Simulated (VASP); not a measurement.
# Nb2HPb2 (P-3m1) in VASP: reference runs

How does Nb2HPb2 come out in PBE? The cell is run as given.

Everything below comes from runs of VASP 6.6.1. Logs are shortened: lines on timing, memory, paths and dates and some standing lists are left out, and cuts for length are marked.

**1. Starting point**

The structure is trigonal, space group P-3m1 (No. 164). The conventional cell has a = 4.497 Å, b = 4.497 Å, c = 7.433 Å, α = 90.00°, β = 90.00°, γ = 120.00°. Nb (site symmetry 3m) is surrounded by 4 Pb at 2.75 to 2.76 Å. H (site symmetry -3m) has 6 Pb at 3.21 Å as nearest neighbours. Around Pb (site symmetry 3m) lie 4 Nb at 2.75 to 2.76 Å.

The cell was built by a generator and needn't be a form met in nature.

**2. Single point, PBE**

File INCAR:

```
ALGO = Normal
EDIFF = 1E-7
ENCUT = 520
GGA = PE
ISIF = 2
ISMEAR = -1
LASPH = T
LCHARG = T
LELF = T
LREAL = F
LVHAR = T
LWAVE = F
NBANDS = 36
NELM = 60
PREC = Accurate
SIGMA = 0.05
```

File KPOINTS:

```
k-points
0
Gamma
  7 7 4
```

File POSCAR:

```
Nb2HPb2
1.0
    4.4969678100      0.0000000000      0.0000000000
   -2.2484839100      3.8944883700      0.0000000000
    0.0000000000      0.0000000000      7.4329031700
Nb H Pb
2 1 2
Direct
    0.6666666700      0.3333333300      0.3750441700
    0.3333333300      0.6666666700      0.6249558300
    0.0000000000      0.0000000000      0.0000000000
    0.6666666700      0.3333333300      0.7467348600
    0.3333333300      0.6666666700      0.2532651400
```

Potentials or basis: VASP PAW PBE potentials, release 64 (Nb_sv, H, Pb_d).

The run is started by

```bash
$ cat potpaw_PBE.64/Nb_sv/POTCAR potpaw_PBE.64/H/POTCAR potpaw_PBE.64/Pb_d/POTCAR > POTCAR
$ mpirun -np 1 vasp_std > vasp.out
```

OUTCAR:

```text
EDIFF = 1E-7
   ENCUT = 520
   GGA = PE
   ISIF = 2
   ISMEAR = -1
   LASPH = T
   LREAL = F
   NELM = 60
   PREC = Accurate

 ion  position               nearest neighbor table
   1  0.667  0.333  0.375-   5 2.75   5 2.75   5 2.75   4 2.76
   2  0.333  0.667  0.625-   4 2.75   4 2.75   4 2.75   5 2.76
   3  0.000  0.000  0.000-
   4  0.667  0.333  0.747-   2 2.75   2 2.75   2 2.75   1 2.76
   5  0.333  0.667  0.253-   1 2.75   1 2.75   1 2.75   2 2.76

  LATTYP: Found a hexagonal cell.
 ALAT       =     4.4969678100
 C/A-ratio  =     1.6528699969

  Lattice vectors:

 A1 = (   4.4969678100,   0.0000000000,   0.0000000000)
 A2 = (  -2.2484839100,   3.8944883700,   0.0000000000)
 A3 = (   0.0000000000,   0.0000000000,   7.4329031700)

Analysis of symmetry for initial positions (statically):
=====================================================================
 Subroutine PRICEL returns:
 Original cell was already a primitive cell.

 Routine SETGRP: Setting up the symmetry group for a
 hexagonal supercell.

 Subroutine GETGRP returns: Found 12 space group operations
 (whereof 12 operations were pure point group operations)
 out of a pool of 24 trial point group operations.

The static configuration has the point symmetry D_3d.

Analysis of symmetry for dynamics (positions and initial velocities):
=====================================================================
 Subroutine PRICEL returns:
 Original cell was already a primitive cell.

 Routine SETGRP: Setting up the symmetry group for a
 hexagonal supercell.

 Subroutine GETGRP returns: Found 12 space group operations
 (whereof 12 operations were pure point group operations)
 out of a pool of 24 trial point group operations.

The dynamic configuration has the point symmetry D_3d.

 Subroutine INISYM returns: Found 12 space group operations
 (whereof 12 operations are pure point group operations),
 and found     1 'primitive' translations

----------------------------------------------------------------------------------------

                                     Primitive cell

  volume of cell :     130.1753

[... 90 lines left out ...]
   LSORBIT =      F    spin-orbit coupling
   LASPH  =      T    aspherical Exc in radial PAW
   ENCUT  =  520.0 eV  38.22 Ry    6.18 a.u.   8.36  8.36 13.82*2*pi/ulx,y,z
   NELM   =     60;   NELMIN=  2; NELMDL= -5     # of ELM steps
   EDIFF  = 0.1E-06   stopping-criterion for ELM
   LREAL  =      F    real-space projection
   EDIFFG = 0.1E-05   stopping-criterion for IOM
   NSW    =      0    number of steps for IOM
   IBRION =     -1    ionic relax: 0-MD 1-quasi-New 2-CG
   NFREE  =      0    steps in history (QN), initial steepest desc. (CG)
   ISIF   =      2    stress and relaxation
   ISYM   =      2    0-nonsym 1-usesym 2-fastsym
   POTIM  = 0.5000    time-step for ionic-motion
   TEBEG  =    0.0;   TEEND  =   0.0 temperature during run
   PSTRESS=    0.0 pullay stress
   NELECT =      55.0000    total number of electrons
   NUPDOWN=      -1.0000    fix difference up-down
   EMIN   =  10.00;   EMAX   =-10.00  energy-range for DOS
   EFERMI =   0.00;   METHOD = LEGACY
   ISMEAR =    -1;   SIGMA  =   0.05  broadening in eV -4-tet -1-fermi 0-gaus
   EFERMI_NEDOS =   21; number of points for ismear=-14 and -15
   IALGO  =     38    algorithm
   IMIX   =      4    mixing-type and parameters
     AMIX     =   0.40;   BMIX     =  1.00
     AMIX_MAG =   1.60;   BMIX_MAG =  1.00
  volume/ion in A,a.u.               =      26.04       175.69
  Fermi-wavevector in a.u.,A,eV,Ry     =   1.228437  2.321409 20.531969  1.509057
  Thomas-Fermi vector in A             =   2.363362
   LORBIT       =      0    0 simple, 1 ext, 2 COOP (PROOUT), +10 PAW based schemes
   GGA     = PE    functional components
   LHFCALC =     F    Hartree Fock is set to
   AEXX    =    0.0000 exact exchange contribution
   IVDW    =     0    specifies the selected vdW correction
   LEPSILON=     F    determine dielectric tensor
   LRPA    =     F    only Hartree local field effects (RPA)
 non-spin polarized calculation
  energy-cutoff  :      520.00
  volume of cell :      130.18
 maximum number of plane-waves:      3544
 NGX is ok and might be reduce to    36
   NGX = 17   NGY = 17   NGZ = 27

 number of electron      55.0000002 magnetization

 Free energy of the ion-electron system (eV)
  ---------------------------------------------------
  ext. energy  EPLUGINS =         0.00000000
  ---------------------------------------------------
  free energy    TOTEN  =       -23.48087679 eV

  energy without entropy =      -23.41582122  energy(sigma->0) =      -23.44834900

 E-fermi :   5.1758     XC(G=0):  -9.5411

 val. band max:        5.1721018959   @ k =   0.2857   0.2857   0.5000
 cond. band min:       5.1791819328   @ k =   0.4286   0.1429   0.2500
 fundamental gap:      0.0070800369
 Fermi energy:         5.1758279847

 k-point     1 :       0.0000    0.0000    0.0000
  band No.  band energies     occupation
      1     -49.7693      2.00000
      2     -49.7268      2.00000
      3     -25.9534      2.00000
      4     -25.9026      2.00000
      5     -25.9026      2.00000
      6     -25.8196      2.00000
[... 925 lines left out ...]
     35       7.9424      0.00000
     36       9.3592      0.00000

 [... further k-points ...]

------------------------ aborting loop because EDIFF is reached ----------------------------------------

  FORCE on cell =-STRESS in cart. coord.  units (eV):
  Direction    XX          YY          ZZ          XY          YZ          ZX
  --------------------------------------------------------------------------------------
  -------------------------------------------------------------------------------------
  Total        2.5679780      2.5679780      3.1544597     -0.0000000      0.0000000      0.0000000
  in kB       31.6062681     31.6062682     38.8245921     -0.0000000      0.0000000      0.0000000
  external PRESSURE =      34.0123761 kB  Pullay stress =       0.0000000 kB

 VOLUME and BASIS-vectors are now :
 -----------------------------------------------------------------------------
  energy-cutoff  :      520.00
  volume of cell :      130.18
      direct lattice vectors                 reciprocal lattice vectors
     4.496967810  0.000000000  0.000000000     0.222372061  0.128386569  0.000000000
    -2.248483910  3.894488370  0.000000000     0.000000000  0.256773138  0.000000000
     0.000000000  0.000000000  7.432903170     0.000000000  0.000000000  0.134536934

 POSITION                                       TOTAL-FORCE (eV/Angst)
 -----------------------------------------------------------------------------------
      2.24848      1.29816      2.78767         0.000000      0.000000      0.497403
     -0.00000      2.59633      4.64524        -0.000000     -0.000000     -0.497403
      0.00000      0.00000      0.00000         0.000000      0.000000      0.000000
      2.24848      1.29816      5.55041         0.000000     -0.000000      2.232979
     -0.00000      2.59633      1.88250         0.000000      0.000000     -2.232979
 -----------------------------------------------------------------------------------
    total drift:                                0.000000     -0.000000      0.000000

  FREE ENERGIE OF THE ION-ELECTRON SYSTEM (eV)
  ---------------------------------------------------
  free  energy   TOTEN  =       -23.4808767853 eV

  energy  without entropy=      -23.4158212229  energy(sigma->0) =      -23.44834900
```

Wall time 2.6 min (1 thread of Intel Xeon Platinum 8375C at 2.90GHz (Ice Lake), shared host); peak memory 0.32 GiB.

Results:

| Item | Value |
| --- | --- |
| Free energy | -23.4809 eV |
| Pressure | 3.4 GPa |
| Largest force | 2.233 eV/Å |
| Band gap on the k mesh | none (metal or under the smearing width) |

Forces in eV/Å, atoms in the order of the input:
```
Nb   0.000  0.000  0.497
Nb   0.000  0.000 -0.497
H    0.000  0.000  0.000
Pb   0.000  0.000  2.233
Pb   0.000  0.000 -2.233
```

Caveat: forces of over 1 eV/Å show positions far from the minimum, so gaps and moduli don't describe the material at rest. The run has no spin-orbit coupling, so splittings on Pb are missing.
